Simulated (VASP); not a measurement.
Given:

```
CELL_PARAMETERS angstrom
      2.78316     0.00000     0.00000
     -1.39158     2.41028     0.00000
      0.00000     0.00000     4.80445
ATOMIC_POSITIONS crystal
  Li 0.00000 0.00000 0.00000
  Li 0.00000 0.00000 0.50000
  F  0.33333 0.66667 0.25000
  F  0.66667 0.33333 0.75000
```

Level of theory: PBEsol GGA, VASP's PBE PAW potentials (set 64) (plane waves; VASP 6.6.1). Run with 520 eV cut-off, Gaussian smearing of 0.050 eV, potentials Li_sv F.

Q: Estimate the band gap (along the path) with the smallest direct gap where there is one.

A: 
```json
{
  "band gap (along the path)": "8.95 eV",
  "smallest direct gap (along the path)": "8.95 eV"
}
```

Total energies compare only between runs with the same potentials, cut-off and functional.

The structure was generated: LiF was put into the NiAs type type (P6_3/mmc), which need not be its known phase. It was relaxed first.
